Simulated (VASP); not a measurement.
The system is SnSe2.

```
Sn Se
1.0
     3.81100    0.00000    0.00000
    -1.90550    3.30042    0.00000
     0.00000    0.00000    6.13600
Sn Se
1 2
Direct
  0.00000 0.00000 0.00000
  0.33333 0.66667 0.24900
  0.66667 0.33333 0.75100
```

```yaml
Program: VASP 6.6.1
Task: relaxation of cell and atoms
Functional: PBE
Dispersion: D3(BJ)
Potentials_or_basis: VASP PAW PBE potentials, release 64 (Sn_d, Se)
Cutoff: 600 eV
k_mesh: 12 × 12 × 4
Occupations: fermi-dirac, width 0.02 eV
Spin: no spin polarisation
```

At the start: pressure 3.3 GPa; volume 25.73 Å³/atom.

Question: How do energy, volume and symmetry change on relaxing?

Answer: Over 14 steps the energy falls by 22.8 meV/atom and the volume is 25.55 Å³/atom (-0.7 %); space group P-3m1 (No. 164, to 0.05 Å).

The path:
| step | energy change (eV) | largest force (eV/Å) | pressure (GPa) | volume (Å³) |
| --- | --- | --- | --- | --- |
| 1 | 0.0000 | 0.8202 | 3.30 | 77.18 |
| 2 | -0.0204 | 0.2852 | -2.87 | 83.25 |
| 3 | -0.0519 | 0.1641 | -0.44 | 80.49 |
| 4 | -0.0519 | 0.1762 | -0.38 | 80.42 |
| 5 | -0.0560 | 0.1281 | -0.22 | 79.87 |
| 6 | -0.0579 | 0.0726 | -0.04 | 79.25 |
| 7 | -0.0580 | 0.0635 | -0.02 | 79.15 |
| 8 | -0.0600 | 0.0542 | -0.06 | 78.88 |
| 9 | -0.0649 | 0.0277 | -0.07 | 78.05 |
| 10 | -0.0683 | 0.0234 | 0.03 | 76.39 |
| 11 | -0.0684 | 0.0134 | -0.03 | 76.71 |
| 12 | -0.0684 | 0.0159 | 0.00 | 76.63 |
| 13 | -0.0684 | 0.0231 | 0.08 | 76.65 |
| 14 | -0.0684 | 0.0010 | 0.02 | 76.64 |

Final structure:
```
CELL_PARAMETERS angstrom
3.84024 0.00000 0.00000
-1.92012 3.32574 0.00000
0.00000 0.00000 6.00070
ATOMIC_POSITIONS crystal
Sn 0.00000 0.00000 0.00000
Se 0.33333 0.66667 0.26585
Se 0.66667 0.33333 0.73415
```
